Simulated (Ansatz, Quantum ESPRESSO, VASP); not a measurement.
# Code comparison for CsCdCl3 (Pm-3m, 5 atoms in the cell)

Self-consistent single point.

```xyz
5
Lattice="5.3202 0.0000 0.0000 0.0000 5.3202 0.0000 0.0000 0.0000 5.3202" Properties=species:S:1:pos:R:3 pbc="T T T"
Cs     0.0000     0.0000     0.0000
Cd     2.6601     2.6601     2.6601
Cl     0.0000     2.6601     2.6601
Cl     2.6601     0.0000     2.6601
Cl     2.6601     2.6601     0.0000
```

Shared settings, as Ansatz (a quantum-chemistry and plane-wave program) writes them: kpoints.mp_grid.grid = 7 7 7; scf.occupations.method = fixed. Potentials and cutoffs stand in the table.

```json
[
 {"code": "Ansatz", "model": "LDA (PW92), PAW files made with PBE", "pressure (GPa)": "-3.78", "gap on the mesh (eV)": "1.473", "cutoff": "30.9 Ry"},
 {"code": "Quantum ESPRESSO", "model": "LDA (PZ), GBRV 1.5 ultrasoft (LDA) pseudopotentials", "pressure (GPa)": "-3.76", "gap on the mesh (eV)": "1.434", "cutoff": "40 Ry"},
 {"code": "VASP", "model": "LDA (PZ), VASP's LDA PAW potentials (set 64)", "pressure (GPa)": "-3.82", "gap on the mesh (eV)": "–", "cutoff": "300 eV"}
]
```

A dash marks a value that a program does not give, or that is left out as unsure.

No gap is tabulated for VASP: it is not read from that output, or partly filled or unconverged empty levels leave it unsure.

Gaps are read on the mesh. Another mesh or the band path gives a smaller gap, so these values are not converged in the mesh.

The spread over the programs that give each value: pressure within 0.06 GPa; gap on the mesh within 0.039 eV.

Ansatz's pressure is given at a fixed set of plane waves, as the other plane-wave codes print theirs. The same LDA comes in different parametrisations, which differ slightly.

On the base mesh (5 5 5) the same programs gave: Quantum ESPRESSO pressure -3.76 GPa, gap on the mesh 1.477 eV; Ansatz pressure -3.78 GPa, gap on the mesh 1.508 eV; VASP pressure -3.83 GPa.

VASP's run is marked for a possible Pulay error in its stress at this cutoff; no cutoff test was made.

VASP ran the fixed occupations as a Gaussian smearing of 0.01 eV.

The starting cell comes from a database of computed structures (which also holds hypothetical and non-ambient phases and stackings), without a prior relaxation at this level. Its lattice was rescaled by a random factor within 2.5 % of one.

Left out of this page: GPAW and SIESTA (not drawn, or without a comparable value); CP2K (on another mesh).

Keys are those of Ansatz 0.2.
